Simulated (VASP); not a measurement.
Output of a VASP run:

### OSZICAR
```
       N       E                     dE             d eps       ncg     rms          rms(c)
DAV:   1    -0.653925291921E+00   -0.65393E+00   -0.10549E+03   672   0.379E+02
DAV:   2    -0.300536330090E+01   -0.23514E+01   -0.21515E+01   894   0.245E+01
DAV:   3    -0.301971998833E+01   -0.14357E-01   -0.14114E-01   966   0.275E+00
DAV:   4    -0.301975786521E+01   -0.37877E-04   -0.37876E-04   930   0.116E-01
DAV:   5    -0.301975792198E+01   -0.56771E-07   -0.56643E-07   918   0.398E-03    0.942E-01
DAV:   6    -0.301378573082E+01    0.59722E-02   -0.63912E-04   840   0.274E-01    0.604E-01
DAV:   7    -0.300646474733E+01    0.73210E-02   -0.25206E-03   744   0.478E-01    0.338E-02
DAV:   8    -0.300647757643E+01   -0.12829E-04   -0.14663E-05  1056   0.317E-02    0.746E-03
DAV:   9    -0.300647620334E+01    0.13731E-05   -0.12013E-06   750   0.765E-03    0.608E-04
DAV:  10    -0.300647597141E+01    0.23192E-06   -0.80938E-09   504   0.731E-04
   1 F= -.30064760E+01 E0= -.30060827E+01  d E =-.117985E-02
```

### OUTCAR
```
------------------------ aborting loop because EDIFF is reached ----------------------------------------
  FORCE on cell =-STRESS in cart. coord.  units (eV):
  Direction    XX          YY          ZZ          XY          YZ          ZX
  --------------------------------------------------------------------------------------
  Total       -0.2246249     -0.2246250      0.1014694     -0.0000000      0.0000000     -0.0000000
  in kB       -7.7408734     -7.7408759      3.4967724     -0.0000000      0.0000000     -0.0000000
  external PRESSURE =      -3.9949923 kB  Pullay stress =       0.0000000 kB
  volume of cell :       46.49
      direct lattice vectors                 reciprocal lattice vectors
     1.605000000 -2.779942000  0.000000000     0.311526480 -0.179859868  0.000000000
     1.605000000  2.779942000  0.000000000     0.311526480  0.179859868  0.000000000
     0.000000000  0.000000000  5.210000000     0.000000000  0.000000000  0.191938580
 POSITION                                       TOTAL-FORCE (eV/Angst)
 -----------------------------------------------------------------------------------
      1.60500      0.92665      1.30250        -0.000000      0.000000      0.000000
      1.60500     -0.92665      3.90750         0.000000     -0.000000      0.000000
 -----------------------------------------------------------------------------------
    total drift:                                0.000001     -0.000006      0.000001
  FREE ENERGIE OF THE ION-ELECTRON SYSTEM (eV)
  ---------------------------------------------------
  free  energy   TOTEN  =        -3.0064759714 eV

  energy  without entropy=       -3.0052961168  energy(sigma->0) =       -3.00608269
```
(Selected blocks of OUTCAR.)

### POSCAR
```
Mg
1
    1.6050000000    -2.7799420000     0.0000000000
    1.6050000000     2.7799420000     0.0000000000
    0.0000000000     0.0000000000     5.2100000000
Mg
2
Direct
  0.3333330000   0.6666670000   0.2500000000
  0.6666670000   0.3333330000   0.7500000000
```

### Question
Write an INCAR and KPOINTS that could have produced this output.

### Answer
This is not unique; one that fits is the input of the run itself, PBE GGA, plane waves, VASP's PBE PAW potentials (set 64).

KPOINTS:
```
Automatic mesh
0
gamma
10 10 6
```

### INCAR
```
SYSTEM = Mg
PREC = Accurate
ENCUT = 400
EDIFF = 1E-6
NELM = 100
ALGO = Normal
LREAL = .FALSE.
LASPH = .TRUE.
ISMEAR = 1
SIGMA = 0.1
GGA = PE
LWAVE = .FALSE.
LCHARG = .FALSE.
ISIF = 2
```

POTCAR, in this order: Mg (PBE.64 set). Program: vasp_std.

The compound is Mg in the hcp structure. The cell was not relaxed at this level.
